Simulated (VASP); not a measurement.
Runs of VASP 6.6.1 on MgBe. Symmetry: P6mm, No. 183, hexagonal system. Conventional cell: a = 2.400 Å, b = 2.400 Å, c = 4.901 Å, α = 90.00°, β = 90.00°, γ = 120.00°. Around Mg (site symmetry 6mm) lie 1 Be at 2.22 Å and 6 Mg at 2.40 Å. Be (site symmetry 6mm) is surrounded by 1 Mg at 2.22 Å and 6 Be at 2.40 Å. The cell was built by a generator and needn't be a form met in nature.

```tsv
task	level	potentials or basis	cell	k mesh	cutoff (eV)	smearing	grid for exact exchange (PRECFOCK)	exchange at q = 0	other keys	mesh quality	gap on the mesh (eV)	pressure (GPa)	relaxed volume (Å³/atom)	largest force (eV/Å)
single point	PBEsol0	VASP PAW PBE potentials, release 64 (Mg, Be)	as given	7 × 7 × 3	520	methfessel-paxton 0.2 eV	Fast	truncated	ISYM = 3; ALGO = Normal	coarse	none	32.2	-	1.39
relaxation of cell and atoms	PBE	VASP PAW PBE potentials, release 64 (Mg, Be)	relaxed	13 × 13 × 6	600	methfessel-paxton 0.2 eV	-	-	-	not flagged	none	0.0	17.45	0.01
relaxation of cell and atoms	r2SCAN+D4	VASP PAW PBE potentials, release 64 (Mg, Be)	relaxed	13 × 13 × 6	600	methfessel-paxton 0.1 eV	-	-	-	not flagged	none	0.0	(b)	0.01
relaxation of cell and atoms	r2SCAN	VASP PAW PBE potentials, release 64 (Mg, Be)	relaxed	13 × 13 × 6	600	methfessel-paxton 0.1 eV	-	-	-	not flagged	none	0.0	(a)	-
relaxation of cell and atoms	PBEsol	VASP PAW PBE potentials, release 64 (Mg, Be)	relaxed	13 × 13 × 6	600	methfessel-paxton 0.2 eV	-	-	-	not flagged	none	0.0	17.15	-
single point	PBE	VASP PAW PBE potentials, release 64 (Mg, Be)	as given	13 × 13 × 6	520	fermi-dirac 0.05 eV	-	-	-	not flagged	none	33.7	-	1.73
atomic charges	PBE0+D2	VASP PAW PBE potentials, release 64 (Mg_pv, Be_sv)	as given	7 × 7 × 3	520	methfessel-paxton 0.1 eV	Fast	default	-	coarse	none	31.6	-	1.36
relaxation of cell and atoms	LAK	VASP PAW PBE potentials, release 64 (Mg, Be)	relaxed	13 × 13 × 6	600	methfessel-paxton 0.1 eV	-	-	-	not flagged	none	0.0	17.10	-
```

Alike in all rows: no spin polarisation.

**Question.** Estimate the missing entries.

**Answer.** (a) 17.18; (b) 16.98.

Caveats: some runs use coarse meshes; the PAW data sets were made with another functional, which shifts forces and pressure a little (some runs); the volume moved by over 15 % at a fixed basis, so the end points are rough (some runs); a pressure of tens of GPa on the cell as given is suspect, and the run, the potentials or the cell itself is likely at fault (some runs); pairwise dispersion overbinds metals, which lowers pressure and volume (some runs); forces of over 1 eV/Å show positions far from the minimum, so gaps and moduli don't describe the material at rest (some runs); atom-pairwise D2, TS and ULG terms overbind metals (some runs).

A gap of «none» marks a metal or a gap under the smearing width.

The runs don't all hold the same shells in valence.
